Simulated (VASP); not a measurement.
VASP runs on Cu3Au (space group Pm-3m) share one base input (PBE GGA, plane waves, VASP's PBE PAW potentials (set 64)) and change the settings named in each case.

**POSCAR**
```
Cu3Au
3.7938750
  1.0000000000   0.0000000000   0.0000000000
  0.0000000000   1.0000000000   0.0000000000
  0.0000000000   0.0000000000   1.0000000000
Cu Au
3 1
Cart
  0.0000000000   0.5000000000   0.5000000000
  0.5000000000   0.0000000000   0.5000000000
  0.5000000000   0.5000000000   0.0000000000
  0.0000000000   0.0000000000   0.0000000000
```

**KPOINTS**
```
Automatic mesh
0
Gamma
9 9 9
0 0 0
```

### INCAR
```
ALGO = Normal
EDIFF = 1E-6
ENCUT = 300
GGA = PE
ISIF = 2
ISMEAR = 0
LASPH = .TRUE.
LCHARG = .FALSE.
LMAXMIX = 6
LREAL = .FALSE.
LWAVE = .FALSE.
NELM = 100
PREC = Accurate
SIGMA = 0.05
SYSTEM = Cu3Au
```

POTCAR, in this order: Cu Au (PBE.64 set). Program: vasp_std.

```tsv
change	E(σ→0) (eV/atom)	pressure (GPa)	−TS (eV)
base run	-3.6527	-3.08	-0.0005
GGA removed, POTCAR Cu Au (LDA.64 set)	-4.6353	(withheld)	-0.0005
GGA_COMPAT = .FALSE., LNONCOLLINEAR = .TRUE., LSORBIT = .TRUE., MAGMOM = 0.0 0.0 0.0 0.0 0.0 0.0 0.0 0.0 0.0 0.0 0.0 0.0, program vasp_ncl	-3.7343	(withheld)	-0.0005
KPOINTS 6×6×6 Γ-centred mesh	-3.6465	-3.27	-0.0017
```

Fill in the missing entries.

- GGA_COMPAT = .FALSE., LNONCOLLINEAR = .TRUE., LSORBIT = .TRUE., MAGMOM = 0.0 0.0 0.0 0.0 0.0 0.0 0.0 0.0 0.0 0.0 0.0 0.0, program vasp_ncl, pressure (GPa): -3.57
- GGA removed, POTCAR Cu Au (LDA.64 set), pressure (GPa): -15.86

Energies of different potentials or functionals have different zeros.  Unless said otherwise, spin-orbit coupling is left out, though it shifts the bands of the heavy elements here. At 300 eV the pressure can carry a Pulay error.

Left out are runs that ran out of time, are held back, or changed the cell or the kind of run, fixed moments of cells without a moment, rows past the twelfth, gaps on odd meshes, pressures of charged cells and columns that move by less than the noise.

The structure is a typed Cu3Au crystal (Pm-3m). The cell was not relaxed at this level, its lattice was scaled by up to 2.5 %.
